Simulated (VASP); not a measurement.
Here is the system:

```
CELL_PARAMETERS angstrom
      3.53376     0.00000     0.00000
      0.00000     3.53376     0.00000
      0.00000     0.00000     3.53376
ATOMIC_POSITIONS crystal
  Fe 0.00000 0.00000 0.00000
  Ni 0.00000 0.50000 0.50000
  Ni 0.50000 0.00000 0.50000
  Ni 0.50000 0.50000 0.00000
```
Starting moments (μB, in the order of the record's atoms Fe Ni Ni Ni): 2.8 0.6 0.6 0.6.

These are optB88-vdW, VASP's PBE PAW potentials (set 64) (plane waves; VASP) values and carry that method's errors. Numerical set-up: 520 eV cut-off, 10×10×10 Γ-centred mesh, tetrahedra with Blöchl corrections, potentials Fe Ni.

The cores are frozen, which limits the accuracy of field gradients.

Task: Give the principal components of the electric field gradient (V/Å²) and the asymmetry η at each nucleus.

Result: 
```
atom   Vxx   Vyy  Vzz     η
----  ----  ----  ---  ----
Fe1    0.0   0.0  0.0     -
Ni2   -1.2  -1.2  2.4  0.00
Ni3   -1.2  -1.2  2.4  0.00
Ni4   -1.2  -1.2  2.4  0.00
```

The compound is Ni3Fe in the L1_2 structure. It was relaxed first.
